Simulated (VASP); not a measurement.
Output of a VASP run:

OUTCAR:
```
 ion  position               nearest neighbor table
   1  0.000  0.000  0.000-   3 2.83   4 2.83   5 2.83   3 2.83   4 2.83   4 2.83   5 2.83   4 2.83
                             3 2.83   5 2.83   3 2.83   5 2.83   2 3.46   2 3.46   2 3.46   2 3.46
   2  0.500  0.500  0.500-   3 2.00   4 2.00   5 2.00   5 2.00   3 2.00   4 2.00   1 3.46   1 3.46
                             1 3.46   1 3.46   1 3.46   1 3.46   1 3.46   1 3.46
   3  0.500  0.000  0.500-   2 2.00   2 2.00   1 2.83   1 2.83   1 2.83   1 2.83
   4  0.000  0.500  0.500-   2 2.00   2 2.00   1 2.83   1 2.83   1 2.83   1 2.83
   5  0.500  0.500  0.000-   2 2.00   2 2.00   1 2.83   1 2.83   1 2.83   1 2.83
  LATTYP: Found a simple cubic cell.
 ALAT       =     3.9985996241
 Subroutine PRICEL returns:
 Original cell was already a primitive cell.
 Subroutine GETGRP returns: Found 48 space group operations
The static configuration has the point symmetry O_h .
The dynamic configuration has the point symmetry O_h .
 Subroutine INISYM returns: Found 48 space group operations
 Subroutine IBZKPT returns following result:
 Found     20 irreducible k-points:

 Following reciprocal coordinates:
            Coordinates               Weight
  0.000000  0.000000  0.000000      1.000000
  0.166667  0.000000  0.000000      6.000000
  0.333333  0.000000  0.000000      6.000000
  0.500000  0.000000  0.000000      3.000000
  0.166667  0.166667  0.000000     12.000000
  0.333333  0.166667  0.000000     24.000000
  0.500000  0.166667  0.000000     12.000000
  0.333333  0.333333  0.000000     12.000000
  0.500000  0.333333  0.000000     12.000000
  0.500000  0.500000  0.000000      3.000000
  0.166667  0.166667  0.166667      8.000000
  0.333333  0.166667  0.166667     24.000000
  0.500000  0.166667  0.166667     12.000000
  0.333333  0.333333  0.166667     24.000000
  0.500000  0.333333  0.166667     24.000000
  0.500000  0.500000  0.166667      6.000000
  0.333333  0.333333  0.333333      8.000000
  0.500000  0.333333  0.333333     12.000000
  0.500000  0.500000  0.333333      6.000000
  0.500000  0.500000  0.500000      1.000000
   k-points           NKPTS =     20   k-points in BZ     NKDIM =     20   number of bands    NBANDS=     24
   number of dos      NEDOS =    601   number of ions     NIONS =      5
   total plane-waves  NPLWV =  27000
   dimension x,y,z NGX =    30 NGY =   30 NGZ =   30
   dimension x,y,z NGXF=    60 NGYF=   60 NGZF=   60
   ions per type =               1   1   3
   PREC   = accura    normal or accurate (medium, high low for compatibility)
   ISTART =      0    job   : 0-new  1-cont  2-samecut
   ICHARG =      2    charge: 1-file 2-atom 10-const
   ISPIN  =      1    spin polarized calculation?
   LNONCOLLINEAR =      F non collinear calculations
   LSORBIT =      F    spin-orbit coupling
   INIWAV =      1    electr: 0-lowe 1-rand  2-diag
   ENCUT  =  520.0 eV  38.22 Ry    6.18 a.u.   7.43  7.43  7.43*2*pi/ulx,y,z
   NELM   =    100;   NELMIN=  2; NELMDL= -5     # of ELM steps
   EDIFF  = 0.1E-06   stopping-criterion for ELM
   LREAL  =      F    real-space projection
   NLSPLINE    = F    spline interpolate recip. space projectors
   LMAXMIX     =    4 max onsite mixed and CHGCAR
   VOSKOWN=      0    Vosko Wilk Nusair interpolation
   EDIFFG = 0.1E-05   stopping-criterion for IOM
   NSW    =      0    number of steps for IOM
   NBLOCK =      1;   KBLOCK =      1    inner block; outer block
   IBRION =     -1    ionic relax: 0-MD 1-quasi-New 2-CG
   NFREE  =      0    steps in history (QN), initial steepest desc. (CG)
   ISIF   =      2    stress and relaxation
   ISYM   =      2    0-nonsym 1-usesym 2-fastsym
   TEIN   =    0.0    initial temperature
   TEBEG  =    0.0;   TEEND  =   0.0 temperature during run
   SMASS  =  -3.00    Nose mass-parameter (am)
   PSTRESS=    0.0 pullay stress
   NELECT =      40.0000    total number of electrons
   EFERMI =   0.00;   METHOD = LEGACY
   ISMEAR =    -5;   SIGMA  =   0.20  broadening in eV -4-tet -1-fermi 0-gaus
   IALGO  =     38    algorithm
   LDIAG  =      T    sub-space diagonalisation (order eigenvalues)
   IMIX   =      4    mixing-type and parameters
     AMIX     =   0.40;   BMIX     =  1.00
     AMIX_MAG =   1.60;   BMIX_MAG =  1.00
...
```

**OSZICAR**
```
       N       E                     dE             d eps       ncg     rms          rms(c)
DAV:   1     0.423849999975E+03    0.42385E+03   -0.21762E+04   960   0.184E+03
DAV:   2    -0.504561287556E+02   -0.47431E+03   -0.46598E+03  1184   0.501E+02
DAV:   3    -0.941750105742E+02   -0.43719E+02   -0.43659E+02  1480   0.148E+02
DAV:   4    -0.962341474159E+02   -0.20591E+01   -0.20580E+01  1320   0.276E+01
DAV:   5    -0.963230222524E+02   -0.88875E-01   -0.88871E-01  1400   0.417E+00    0.233E+01
DAV:   6    -0.736232847255E+02    0.22700E+02   -0.49814E+01  1392   0.788E+01    0.723E+00
DAV:   7    -0.725408006364E+02    0.10825E+01   -0.47556E+00  1152   0.148E+01    0.419E+00
DAV:   8    -0.760426232599E+02   -0.35018E+01   -0.17131E+00  1160   0.117E+01    0.185E+00
DAV:   9    -0.729716250519E+02    0.30710E+01   -0.12661E+00  1040   0.910E+00    0.919E-01
DAV:  10    -0.733234536862E+02   -0.35183E+00   -0.26395E-01  1168   0.430E+00    0.532E-01
DAV:  11    -0.732690700824E+02    0.54384E-01   -0.42752E-02  1168   0.196E+00    0.239E-01
DAV:  12    -0.733220578784E+02   -0.52988E-01   -0.36026E-02  1216   0.175E+00    0.128E-01
DAV:  13    -0.733277254504E+02   -0.56676E-02   -0.33119E-03  1200   0.539E-01    0.844E-02
DAV:  14    -0.733261090847E+02    0.16164E-02   -0.19599E-03   960   0.500E-01    0.236E-02
DAV:  15    -0.733281055105E+02   -0.19964E-02   -0.86005E-04   960   0.329E-01    0.184E-02
DAV:  16    -0.733282242761E+02   -0.11877E-03   -0.12211E-04  1392   0.102E-01    0.828E-03
DAV:  17    -0.733282243097E+02   -0.33561E-07   -0.13195E-05  1240   0.302E-02    0.956E-03
DAV:  18    -0.733282250012E+02   -0.69151E-06   -0.14890E-05  1040   0.415E-02    0.561E-03
DAV:  19    -0.733282311531E+02   -0.61519E-05   -0.39789E-06  1024   0.199E-02    0.384E-03
DAV:  20    -0.733282316466E+02   -0.49348E-06   -0.24447E-07   912   0.467E-03    0.175E-03
DAV:  21    -0.733282319398E+02   -0.29322E-06   -0.69622E-08   536   0.240E-03    0.344E-04
DAV:  22    -0.733282320096E+02   -0.69821E-07   -0.18333E-08   480   0.146E-03
   1 F= -.73328232E+02 E0= -.73328232E+02  d E =0.000000E+00
       N       E                     dE             ncg
       N       E                     dE             ncg
       N       E                     dE             ncg
```

File OUTCAR:
```
------------------------ aborting loop because EDIFF is reached ----------------------------------------
  FORCE on cell =-STRESS in cart. coord.  units (eV):
  Direction    XX          YY          ZZ          XY          YZ          ZX
  --------------------------------------------------------------------------------------
  Total        0.0035485      0.0035485      0.0035485     -0.0000000     -0.0000000      0.0000000
  in kB        0.0889264      0.0889264      0.0889264     -0.0000000     -0.0000000      0.0000000
  external PRESSURE =       0.0889264 kB  Pullay stress =       0.0000000 kB
  volume of cell :       63.93
      direct lattice vectors                 reciprocal lattice vectors
     3.998599624  0.000000000  0.000000000     0.250087554  0.000000000  0.000000000
     0.000000000  3.998599624  0.000000000     0.000000000  0.250087554  0.000000000
     0.000000000  0.000000000  3.998599624     0.000000000  0.000000000  0.250087554
 POSITION                                       TOTAL-FORCE (eV/Angst)
 -----------------------------------------------------------------------------------
      0.00000      0.00000      0.00000         0.000000      0.000000      0.000000
      1.99930      1.99930      1.99930         0.000000      0.000000      0.000000
      1.99930      0.00000      1.99930         0.000000      0.000000      0.000000
      0.00000      1.99930      1.99930         0.000000      0.000000      0.000000
      1.99930      1.99930      0.00000         0.000000      0.000000      0.000000
 -----------------------------------------------------------------------------------
    total drift:                                0.000000      0.000000     -0.000000
  FREE ENERGIE OF THE ION-ELECTRON SYSTEM (eV)
  ---------------------------------------------------
  free  energy   TOTEN  =       -73.3282320096 eV

  energy  without entropy=      -73.3282320096  energy(sigma->0) =      -73.32823201

 total charge

# of ion       s       p       d       tot
------------------------------------------
    1        2.018   5.666   0.309   7.993
    2        2.206   6.271   1.630  10.107
    3        1.567   3.496   0.000   5.064
    4        1.567   3.496   0.000   5.064
    5        1.567   3.496   0.000   5.064
--------------------------------------------------
tot          8.926  22.427   1.939  33.292

 Electric field gradients after diagonalization (V/A^2)
 (convention: |V_zz| > |V_xx| > |V_yy|)
----------------------------------------------------------------------
 ion       V_xx      V_yy      V_zz     asymmetry (V_yy - V_xx)/ V_zz
----------------------------------------------------------------------
   1       0.000    -0.000    -0.000       1.341
   2      -0.000    -0.000    -0.000      -0.511
   3     -14.377   -14.377    28.754       0.000
   4     -14.377   -14.377    28.754       0.000
   5     -14.377   -14.377    28.754       0.000
```
(Selected blocks of OUTCAR.)

File POSCAR:
```
BaTiO3
1
    3.9985996241    -0.0000000000     0.0000000000
   -0.0000000000     3.9985996241    -0.0000000000
    0.0000000000     0.0000000000     3.9985996241
Ba Ti O
1 1 3
Direct
  0.0000000000   0.0000000000   0.0000000000
  0.5000000000   0.5000000000   0.5000000000
  0.5000000000   0.0000000000   0.5000000000
  0.0000000000   0.5000000000   0.5000000000
  0.5000000000   0.5000000000   0.0000000000
```

Question: Write an INCAR and KPOINTS that could have produced this output.

Answer: One answer among several that fit: the input of the run itself, r2SCAN+rVV10, plane waves, VASP's PBE PAW potentials (set 64).

### KPOINTS
```
K-points
0
G
  6 6 6
0 0 0
```

File KPOINTS_OPT:
```
k-points along high-symmetry lines
10
Line-mode
Reciprocal
  0.000000   0.000000   0.000000 ! GAMMA
  0.000000   0.500000   0.000000 ! X

  0.000000   0.500000   0.000000 ! X
  0.500000   0.500000   0.000000 ! M

  0.500000   0.500000   0.000000 ! M
  0.000000   0.000000   0.000000 ! GAMMA

  0.000000   0.000000   0.000000 ! GAMMA
  0.500000   0.500000   0.500000 ! R

  0.500000   0.500000   0.500000 ! R
  0.000000   0.500000   0.000000 ! X

  0.500000   0.500000   0.500000 ! R
  0.500000   0.500000   0.000000 ! M
```

INCAR:
```
SYSTEM = BaTiO3
PREC = Accurate
ENCUT = 520
EDIFF = 1E-7
NELM = 100
ALGO = Normal
LREAL = .FALSE.
LASPH = .TRUE.
ISMEAR = -5
METAGGA = R2SCAN
LUSE_VDW = .TRUE.
BPARAM = 11.95
CPARAM = 0.0093
LMIXTAU = .TRUE.
LMAXMIX = 4
LWAVE = .FALSE.
LCHARG = .FALSE.
LORBIT = 11
NEDOS = 601
ISIF = 2
LEFG = .TRUE.
```

POTCAR, in this order: Ba_sv Ti_sv O (PBE.64 set). Program: vasp_std.

The compound is BaTiO3 in the cubic perovskite structure, the ideal cubic form; the compound distorts at low or room temperature. It was relaxed first.
